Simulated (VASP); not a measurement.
Calculation: r2SCAN meta-GGA, VASP's PBE PAW potentials (set 64) (plane waves; VASP).

VASP ran on this input.

File KPOINTS_OPT:
```
k-points along high-symmetry lines
6
Line-mode
Reciprocal
  0.000000   0.000000   0.000000 ! GAMMA
  0.500000   0.000000   0.000000 ! M

  0.500000   0.000000   0.000000 ! M
  0.333333   0.333333   0.000000 ! K

  0.333333   0.333333   0.000000 ! K
  0.000000   0.000000   0.000000 ! GAMMA

  0.000000   0.000000   0.000000 ! GAMMA
  0.000000   0.000000   0.500000 ! A

  0.000000   0.000000   0.500000 ! A
  0.500000   0.000000   0.500000 ! L

  0.500000   0.000000   0.500000 ! L
  0.333333   0.333333   0.500000 ! H

  0.333333   0.333333   0.500000 ! H
  0.000000   0.000000   0.500000 ! A

  0.500000   0.000000   0.500000 ! L
  0.500000   0.000000   0.000000 ! M

  0.333333   0.333333   0.500000 ! H
  0.333333   0.333333   0.000000 ! K
```

### INCAR
```
! general
SYSTEM   =  HgTe
PREC     =  Accurate
ENCUT    =  400
LREAL    =  .FALSE.
LASPH    =  .TRUE.

! electronic loop
EDIFF    =  1E-7
NELM     =  100
ALGO     =  Normal
LMAXMIX  =  6
LMIXTAU  =  .TRUE.

! smearing
ISMEAR   =  -5

! functional
METAGGA  =  R2SCAN

! ions
ISIF     =  2

! output
LWAVE    =  .FALSE.
LCHARG   =  .FALSE.
LORBIT   =  11
NEDOS    =  601

! other
LEFG     =  .TRUE.
```

### POSCAR
```
HgTe
1
    4.6612031669     0.0000000075     0.0000000000
   -2.3306020726     4.0367199250     0.0000000000
    0.0000000000     0.0000000000    10.3972011333
Hg Te
3 3
Direct
  0.6860216466   0.0000000001   0.6666670000
  0.0000000001   0.6860216466   0.3333330000
  0.3139783533   0.3139783533   0.0000000000
  0.5144499524   0.0000000000   0.1666670000
  0.9999999999   0.5144499524   0.8333330000
  0.4855500476   0.4855500476   0.5000000000
```

KPOINTS:
```
Regular mesh
0
G
6 6 3
0 0 0
```

POTCAR, in this order: Hg Te (PBE.64 set). Program: vasp_std.

Unless said otherwise, spin-orbit coupling is left out, though it shifts the bands of the heavy elements here.

### Question
Estimate the energy per atom (σ→0), band gap (over mesh and band path).

### Answer

```json
{
 "energy per atom (σ→0)": "-37.544 eV/atom",
 "band gap (over mesh and band path)": "0.87 eV"
}
```

### OSZICAR
```
...
DAV:  24    -0.225266372729E+03   -0.81432E-06   -0.10194E-06  1224   0.698E-03    0.451E-03
DAV:  25    -0.225266372848E+03   -0.11968E-06   -0.29643E-08   720   0.136E-03    0.260E-03
DAV:  26    -0.225266372846E+03    0.25257E-08   -0.10265E-07   712   0.199E-03
   1 F= -.22526637E+03 E0= -.22526637E+03  d E =0.000000E+00
       N       E                     dE             ncg
       N       E                     dE             ncg
       N       E                     dE             ncg
       N       E                     dE             ncg
```

The structure was generated: HgTe was put into the cinnabar type (P3_221), which need not be its known phase. It was relaxed first, which changed the volume by -5 %.
